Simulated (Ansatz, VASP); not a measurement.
## ZnW (W-Zn-Zn-W stack, (100) layers) in two plane-wave programs

Aim: how closely do two programs agree when they are given the same cell, functional and k mesh? The cell is taken from a series of runs on this material, whose earlier steps may have relaxed, scaled, displaced or heated it; both programs get it as it stands.

Method: plane waves, with VASP 6.6.1 beside it; PBE, in Ansatz 0.2.0.

**1. Set-up**

The cell holds 4 atoms: 2 W and 2 Zn. Cell: a = 2.603 Å, b = 2.603 Å, c = 35.577 Å, α = 90.0°, β = 90.0°, γ = 90.0°. It derives from ZnW. Vacuum lies along c.

**2. Ansatz: zone-centre phonons, PBE**

Ansatz runs on its PAW soft_1 files.

Second derivatives magnify differences that forces hide, and they need a tight electronic threshold.

File input.yaml:

```yaml
crystal:
  lattice:
    - [2.603164819, 0.0, 0.0]
    - [0.0, 2.603164819, 0.0]
    - [0.0, 0.0, 35.5773943932]
  atoms:
    - { symbol: W, position: [0.0, 0.0, 0.1483719764] }
    - { symbol: Zn, position: [0.5, 0.5, 0.2074623857] }
    - { symbol: Zn, position: [0.0, 0.0, 0.2672407309] }
    - { symbol: W, position: [0.5, 0.5, 0.3263311402] }
  periodic: [true, true, false]
kpoints:
  mp_grid: { grid: [6, 6, 1] }
hamiltonian:
  xc: pbe
  pseudopotentials: { kind: paw, azcp: { folder: soft_1 } }
scf:
  occupations: { method: methfessel_paxton, width: 0.2 }
output:
  eigenvalues: true
phonons:
  method: dfpt
  qmesh: [2, 2, 1]
  temperatures: { t_max: 1000, t_step: 50 }
  qpath:
    path: [[0.0, 0.0, 0.0], [0.0, 0.5, 0.0], [0.5, 0.5, 0.0], [0.0, 0.0, 0.0]]
    npoints: 10
```

Started as:

```console
$ ansatz run input.yaml --threads 4 --pin off --max-ram 12288MiB --backend cpu --events-out ev --progress --plain --runs-dir out
```

Numbers of over 12 decimals in the logs are rounded to 6 here.

The program printed:

```text
Warning: crystal.symmetry: narrowed to the stabiliser of the run's FFT grids — unitary ops 16 → 8. A phonons.method: dfpt run fills in the rows of the dynamical matrix that it does not solve by its symmetry operations, which is exact only for operations that map its FFT grids onto themselves: filled in by any other, the frequencies could depend on the order in which like atoms are typed, or, by more than the grids' own error, on where the crystal sits among the grids' points. Excluded: 8 operations. The run can therefore solve more perturbations, solve them on more k-points, or both, and cost more. [rest of the remark cut]
Engine: ansatz 0.2.0, aarch64-unknown-linux-gnu
Pseudopotentials: kind: paw
Pseudopotential: W, paw, valence charge 14, recommended cutoff 420 eV (normal), soft_1/W.paw.azcp
Pseudopotential: Zn, paw, valence charge 12, recommended cutoff 420 eV (normal), soft_1/Zn.paw.azcp
Functional definition: PBE
  parameter kappa = 0.804
  parameter beta = 0.066725
  exchange = pbe_x(kappa = kappa, mu = beta*pi^2/3)
  correlation = pbe_c(beta = beta)
Crystal: 4 atoms, lattice volume = 241.089 Å³
Basis set: ecut = 420 eV, 4747 PW (Γ), exchange–correlation on 36×36×480 points (8 copies of the dense FFT grid, shifted against one another)
Bands: 32, of which v1, the nominal top of the filled ones, is band 26 counted from 1 (25 counted from 0)
Symmetry: 16 space group operations
k-points: 10 of 36 (irreducible under 8 space group operations)
Non-local potential: W, projectors of the file, l = 0: 3, l = 1: 2, l = 2: 2, l = 3: 1
Non-local potential: Zn, projectors of the file, l = 0: 2, l = 1: 2, l = 2: 3, l = 3: 1
PAW form: soft (Blöchl's): semilocal exchange-correlation on the pseudo side does not see the compensation charge
PAW one-centre angular grid: W, 590 points (default); XC on 64 Gauss nodes
PAW one-centre angular grid: Zn, 590 points (default); XC on 64 Gauss nodes
Initial density: superposition of atomic densities (neutral atoms: chi_scale 0, normalization atom)
Initial wavefunctions: pseudopotential atomic-orbital guess
Functional: x = pbe(κ = 0.804, μ = 0.219515), c = pbe(β = 0.066725)
SCF iter   1: F=—  HF=-27408.253460 eV  |F-HF|=—  |Δ(HF+E_count)|=         —  Δρ=4.25e-2  dr2=1.06e1  ethr=3.10e-3  ⟨swp⟩=16.0  Hψ=2751  notcnv=0
preconditioner: auto → LDOS  [insulator: Δε(μ)=0.418 eV  Ē_g=6.458 eV  σ=0.200 eV  W_gap=0.79  n_scr=22 (ndim 8)  ℏωp=14.3 eV  f_vac=0.691  D(μ)=1.56/eV (n_scr^D=12)  ε∞_Penn≈5.9  β→1.0]
SCF iter   2: F=—  HF=-27407.693018 eV  |F-HF|=—  |Δ(HF+E_count)|=   5.60e-1  S|Δr|=    0.00e0  Δρ=4.53e-2  dr2=4.50e0  ethr=3.10e-3  ⟨swp⟩=5.3  Hψ=1039  notcnv=0  defer=8
SCF iter   3: F=—  HF=-27406.358039 eV  |F-HF|=—  |Δ(HF+E_count)|=    1.33e0  S|Δr|=    0.00e0  Δρ=1.11e-2  dr2=2.52e-1  ethr=3.10e-3  ⟨swp⟩=3.6  Hψ=847  notcnv=0  defer=13
SCF iter   4: F=—  HF=-27406.303694 eV  |F-HF|=—  |Δ(HF+E_count)|=   5.43e-2  S|Δr|=    0.00e0  Δρ=3.23e-3  dr2=3.25e-2  ethr=4.85e-4  ⟨swp⟩=2.8  Hψ=710  notcnv=0  defer=13
SCF iter   5: F=—  HF=-27406.295686 eV  |F-HF|=—  |Δ(HF+E_count)|=   8.01e-3  S|Δr|=    0.00e0  Δρ=8.88e-4  dr2=1.16e-3  ethr=6.24e-5  ⟨swp⟩=3.2  Hψ=717  notcnv=0  defer=13
SCF iter   6: F=—  HF=-27406.296805 eV  |F-HF|=—  |Δ(HF+E_count)|=   1.12e-3  S|Δr|=    0.00e0  Δρ=4.64e-4  dr2=5.21e-4  ethr=2.23e-6  ⟨swp⟩=3.6  Hψ=816  notcnv=0  defer=13
SCF iter   7: F=—  HF=-27406.296915 eV  |F-HF|=—  |Δ(HF+E_count)|=   1.10e-4  S|Δr|=    0.00e0  Δρ=1.13e-4  dr2=1.71e-5  ethr=1.00e-6  ⟨swp⟩=3.4  Hψ=596  notcnv=0  defer=13
SCF iter   8: F=—  HF=-27406.296921 eV  |F-HF|=—  |Δ(HF+E_count)|=   5.77e-6  S|Δr|=    0.00e0  Δρ=1.34e-5  dr2=8.37e-7  ethr=3.29e-8  ⟨swp⟩=4.0  Hψ=841  notcnv=0  defer=13
SCF iter   9: F=—  HF=-27406.296995 eV  |F-HF|=—  |Δ(HF+E_count)|=   7.43e-5  S|Δr|=    0.00e0  Δρ=4.88e-6  dr2=5.01e-8  ethr=1.61e-9  ⟨swp⟩=3.4  Hψ=655  notcnv=0  defer=13
SCF iter  10: F=—  HF=-27406.296996 eV  |F-HF|=—  |Δ(HF+E_count)|=   1.19e-7  S|Δr|=    0.00e0  Δρ=1.20e-6  dr2=2.67e-9  ethr=9.63e-11  ⟨swp⟩=4.1  Hψ=841  notcnv=0  defer=13
SCF iter  11: F=—  HF=-27406.296996 eV  |F-HF|=—  |Δ(HF+E_count)|=   9.55e-9  S|Δr|=    0.00e0  Δρ=2.71e-7  dr2=8.01e-11  ethr=5.14e-12  ⟨swp⟩=3.6  Hψ=711  notcnv=0  defer=13
SCF iter  12: F=—  HF=-27406.296996 eV  |F-HF|=—  |Δ(HF+E_count)|=   2.02e-9  S|Δr|=    0.00e0  Δρ=1.64e-7  dr2=4.61e-11  ethr=1.00e-12  ⟨swp⟩=23.0  Hψ=3469  notcnv=0
SCF iter  13: F=-27406.296996 eV  HF=-27406.296996 eV  |F-HF|=8.00e-11  |Δ(HF+E_count)|=  8.59e-10  S|Δr|=    0.00e0  Δρ=3.22e-8  dr2=3.01e-12  ethr=1.00e-12  ⟨swp⟩=8.9  Hψ=2338  notcnv=0
SCF 1 converged in 13 iterations: F = -27406.296996 eV  dr2 = 3.01e-12
  greatest PAW one-centre occupation: 0.999 electrons in one spin orbital (limit 2), on the W atom at site 3 (counted from 0), in its partial waves of l = 0
phonons: the bands overlap, so this run is a metal and interpolates without the dipole-dipole term. If the crystal is really an insulator or semiconductor, its LO-TO splitting is missing
NSCF: frozen V_eff on 10 k-points
WARN: eigensolver did not converge (k=0): 1 band(s) unlocked after 2 eigensolves, warm-restarted (20 sweeps on the last) at ethr=1.62e-12 eV (storage-precision floor; scheduled 1.00e-12 eV) (lowest unlocked band 31, counted from 0; max residual 4.44e-3 eV among the unlocked bands, 4.44e-3 eV over every band; other slots of this pass that fall short are told together in one closing line; warning suppressed until the next SCF loop or pass starts)
WARN: eigensolver did not converge in 5 slots of this pass, the one above among them; of largest residual over every band (k=0): 1 band(s) unlocked (lowest unlocked band 31, counted from 0; max residual 4.44e-3 eV among the unlocked bands, 4.44e-3 eV over every band); of lowest unlocked band (k=0): band 31
NSCF: frozen V_eff on 16 k-points
DFPT response loops at q = (0, 0, 0) (fractional): preconditioner auto → none (partly filled bands, converged f_vac=0.696); β = 0.50; Broyden in place of MSR1
NSCF: frozen V_eff on 32 k-points
DFPT response loops at q = (0, -0.5, 0) (fractional): mixed as the last ones told, above
NSCF: frozen V_eff on 32 k-points
DFPT response loops at q = (-0.5, -0.5, 0) (fractional): mixed as the last ones told, above
SCF converged after 13 iterations
Stability not checked: this state was not tested for a lower state beside it, because cold or Methfessel-Paxton smearing, or corrected tetrahedra, fill the levels in a way that the test cannot read (fill_not_monotonic; see scf.lower_state_search)
Free energy (F): -27406.296996 eV
Harris-Foulkes:  -27406.296996 eV  (|F-HF|=8.00e-11)
Internal energy: -27406.309174 eV  (E = F + TS)
E sigma→0 (E₀):  -27406.300040 eV
Entropy (-TS):   0.012178 eV (3.045 meV/atom)
Fermi energy:    -5.444536 eV
--- Per-component energies (eV) ---
  E_band       = -1242.434867
  E_kinetic    = 1137.928259
  E_local      = -222934.374297  (includes V_loc(G=0)·N_el)
  E_nonlocal   = 1583.514361
  E_hartree    = 110345.532678
  E_xc         = -690.462506
  E_vxc        = -562.412612  (∫ρ·V_xc dr)
  E_paw        = -20946.891066  (= ΣΔE_a)
  E_vpaw       = -1158.155796  (= ΣTr[D̂ρ^β])
  E_aug_tail   = -0.000150  (compensation charges beyond the density's cutoff)
  E_ewald      = 104098.443549
  E_smearing   = 0.012178  (= −TS)
  E_closure    = -0.000000  (closes the sum)
  Σ components = -27406.296996   (vs F -27406.296996, Δ=0.00e0)
--- Band table (eV; the first three rows and the last of 10) ---
  k-point 0: bands = [... 22 lower, -9.3282, -9.3267, -7.4449, -6.1915, -5.7088, -2.7254, -2.7254, -2.6939, ... 2 higher]
  k-point 1: bands = [... 22 lower, -8.5027, -8.2272, -6.9266, -6.3926, -6.3741, -3.5365, -2.5438, -2.5311, ... 2 higher]
  k-point 2: bands = [... 22 lower, -8.2551, -7.3338, -6.2472, -5.7174, -5.1995, -3.5702, -3.2845, -3.2806, ... 2 higher]
  k-point 9: bands = [... 22 lower, -7.3350, -7.3350, -4.1846, -4.1846, -3.6216, -3.6216, -1.4941, -1.4941, ... 2 higher]
--- Phonons (Γ-DFPT): 8 representative perturbations + reference (Σ response iterations 36) ---
  ASR residual: 5.446e-5 → 0.000e0 eV/Å²; symmetrization residual: 8.587e-6 eV/Å²
  The last average, over the group as it would stand without the narrowing to the FFT grids, took up to 8.367e-6 eV/Å² of the zone centre's force constants
  ASR residual per site (eV/Å²): 1.24e-5 5.45e-5 4.30e-5 5.65e-6
  Γ frequencies (cm⁻¹): 0.00 0.00 0.00 33.85 33.85 60.44 98.43 98.43 107.28 107.28 179.17 205.62
--- Phonons (arbitrary-q DFPT): 3 irreducible q on the 2×2×1 mesh ---
  q = [0.0000, 0.0000, 0.0000] (star 1, of the zone-centre solve; hermiticity 2.35e-6, symmetrization 3.87e-12, taken by the last average 1.14e-6): -0.00 -0.00 0.00 33.85 33.85 60.44 98.43 98.43 107.28 107.28 179.17 205.62
  q = [0.0000, -0.5000, 0.0000] (star 2, 12 solved perturbations on 16 of 36 k-point pairs; hermiticity 1.12e-6, symmetrization 6.05e-10, taken by the last average 1.12e-6): 31.94 31.94 92.12 92.12 142.31 142.31 148.80 148.80 195.90 195.90 223.78 223.78
  q = [-0.5000, -0.5000, 0.0000] (star 1, 8 solved perturbations in 104 linear systems a pass and spin channel, the states on 16 of 36 k-point pairs; hermiticity 1.20e-6, symmetrization 4.47e-10, taken by the last average 1.08e-6): 154.83 154.83 182.37 182.37 184.46 184.46 187.41 187.41 205.37 205.37 208.82 208.82
  sum rule: each row above includes the acoustic sum rule's correction from the zone centre's row sums; it moved no ω² by more than (0.48 cm⁻¹)²
  mesh force constants: q→R imaginary residual 6.26e-18; ASR residual 5.446e-5 → 0.000e0 eV/Å²; symmetrization residual 7.105e-15 eV/Å²
  interpolated dispersion: 31 rows × 12 modes
  density of states and harmonic sums: on the 24×24×1 q-mesh, interpolated from the force constants of a 2×2×1 supercell (no non-analytic term)
  largest difference from the sums on the solved wave vectors: F 5.24e-2 eV, S 1.17e-4 and C_V 6.42e-5 eV/K
  zero-point energy: 0.107229 eV/cell   skipped modes (ω ≤ 0): 3   left out of the sums: 4.34e-4 of the cell's modes: C_V's classical limit lies that fraction below 3 k_B per atom; for a crystal, a wire or a layer, F and S can be off by more, and a phonons.interpolated_qmesh denser along its periods is the remedy for the sampling
```

The column dr2 measures how far the density is from self-consistency, as an energy; F and HF (Harris–Foulkes) agree once it is small.

[end of part 1 of 2]

[Lines on the potential files, build, host, timing and source positions are cut from VASP's logs without a mark.]

[Logs are printed without paths, hosts, clocks, repeated set-up lines and the standing remarks that a program may print on its own settings, such as how far it seeks lower states.]

[Hosts, paths, dates, database ids (printed as entryN), source tags and the programs' standing remarks are cut or masked in the printed files.]
